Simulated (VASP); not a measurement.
Calculation: PBE GGA, VASP's PBE PAW potentials (set 64) (plane waves; VASP 6.6.1).

VASP input:

File KPOINTS:
```
Automatic mesh
0
Gamma
7 7 7
0 0 0
```

**INCAR**
```
ISMEAR  =  0
LASPH  =  .TRUE.   # aspherical one-centre terms
SYSTEM  =  Ni3Si
ISIF  =  2   # forces and stress, cell fixed
EDIFF  =  1E-6   # SCF stop (eV)
NELM  =  100   # most electronic steps
LCHARG  =  .FALSE.
ENCUT  =  300
GGA  =  PE   # PBE
LREAL  =  .FALSE.   # projection in real space or not
LWAVE  =  .FALSE.
ALGO  =  Normal   # blocked Davidson
LMAXMIX  =  4
PREC  =  Accurate
SIGMA  =  0.272
```

### POSCAR
```
Ni3Si
1.0
  3.5966970000   0.0000000000   0.0000000000
  0.0000000000   3.5966970000   0.0000000000
  0.0000000000   0.0000000000   3.5966970000
Si Ni
1 3
direct
  0.0000000000   0.0000000000   0.0000000000
  0.0000000000   0.5000000000   0.5000000000
  0.5000000000   0.0000000000   0.5000000000
  0.5000000000   0.5000000000   0.0000000000
```

POTCAR, in this order: Si Ni (PBE.64 set). Program: vasp_std.

Output of the run:

OSZICAR:
```
       N       E                     dE             d eps       ncg     rms          rms(c)
DAV:   1     0.151120199383E+03    0.15112E+03   -0.11070E+04   840   0.138E+03
DAV:   2    -0.191320579888E+02   -0.17025E+03   -0.16356E+03   840   0.305E+02
DAV:   3    -0.269809020184E+02   -0.78488E+01   -0.75057E+01   966   0.837E+01
DAV:   4    -0.271590512824E+02   -0.17815E+00   -0.17692E+00   968   0.110E+01
DAV:   5    -0.271647081270E+02   -0.56568E-02   -0.56555E-02   980   0.196E+00    0.181E+01
DAV:   6    -0.277011427035E+02   -0.53643E+00   -0.58624E+01   955   0.116E+02    0.185E+01
DAV:   7    -0.236254430080E+02    0.40757E+01   -0.17111E+01   954   0.643E+01    0.355E+00
DAV:   8    -0.236087455615E+02    0.16697E-01   -0.77583E-01   870   0.574E+00    0.137E+00
DAV:   9    -0.235917293930E+02    0.17016E-01   -0.35049E-02  1108   0.258E+00    0.561E-01
DAV:  10    -0.235892466576E+02    0.24827E-02   -0.36658E-03  1043   0.435E-01    0.211E-01
DAV:  11    -0.235889705184E+02    0.27614E-03   -0.74030E-04  1261   0.298E-01    0.507E-02
DAV:  12    -0.235889559993E+02    0.14519E-04   -0.95945E-05   888   0.107E-01    0.141E-02
DAV:  13    -0.235889555857E+02    0.41354E-06   -0.73860E-06   917   0.172E-02
   1 F= -.23588956E+02 E0= -.23550402E+02  d E =-.771074E-01
```

OUTCAR:
```
------------------------ aborting loop because EDIFF is reached ----------------------------------------
  FORCE on cell =-STRESS in cart. coord.  units (eV):
  Direction    XX          YY          ZZ          XY          YZ          ZX
  --------------------------------------------------------------------------------------
  Total       -3.9259920     -3.9259920     -3.9259920     -0.0000000      0.0000000      0.0000000
  in kB     -135.1912042   -135.1912042   -135.1912042     -0.0000000      0.0000000      0.0000000
  external PRESSURE =    -135.1912042 kB  Pullay stress =       0.0000000 kB
  volume of cell :       46.53
      direct lattice vectors                 reciprocal lattice vectors
     3.596697000  0.000000000  0.000000000     0.278032873  0.000000000  0.000000000
     0.000000000  3.596697000  0.000000000     0.000000000  0.278032873  0.000000000
     0.000000000  0.000000000  3.596697000     0.000000000  0.000000000  0.278032873
 POSITION                                       TOTAL-FORCE (eV/Angst)
 -----------------------------------------------------------------------------------
      0.00000      0.00000      0.00000         0.000000      0.000000      0.000000
      0.00000      1.79835      1.79835         0.000000      0.000000      0.000000
      1.79835      0.00000      1.79835         0.000000      0.000000      0.000000
      1.79835      1.79835      0.00000         0.000000      0.000000      0.000000
 -----------------------------------------------------------------------------------
    total drift:                               -0.000000     -0.000000      0.000000
  FREE ENERGIE OF THE ION-ELECTRON SYSTEM (eV)
  ---------------------------------------------------
  free  energy   TOTEN  =       -23.5889555857 eV

  energy  without entropy=      -23.5118481390  energy(sigma->0) =      -23.55040186
```
(Selected blocks of OUTCAR.)

At this cut-off the stress carries a Pulay error, which pulls relaxed volumes low.

The structure is a typed Ni3Si crystal (Pm-3m). The cell was not relaxed at this level. The run is not spin-polarised, so no magnetic state was tried.
